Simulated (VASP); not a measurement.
Here is the system:

```yaml
crystal:
  lattice:
    - [0.00000, 1.93449, 1.93449]
    - [1.93449, 0.00000, 1.93449]
    - [1.93449, 1.93449, 0.00000]
  atoms:
    - { symbol: Pd, position: [0.00000, 0.00000, 0.00000] }
```

Calculation: AM05 GGA, VASP's PBE PAW potentials (set 64) (plane waves; VASP). Settings: 520 eV cut-off, 16×16×16 Γ-centred mesh, first-order Methfessel-Paxton smearing of 0.10 eV, potentials Pd.

Problem. What does the run give for the energy per atom (σ→0), band gap (on the k-mesh) with the smallest direct gap where there is one?

Solution. 
```json
{
  "band gap (on the k-mesh)": "none (metal, semimetal or under 0.01 eV)",
  "energy per atom (σ→0)": "-5.661 eV/atom"
}
```

The absolute energy has meaning only against runs of the same code, potentials and settings.

The compound is Pd in the fcc structure. It was relaxed first.
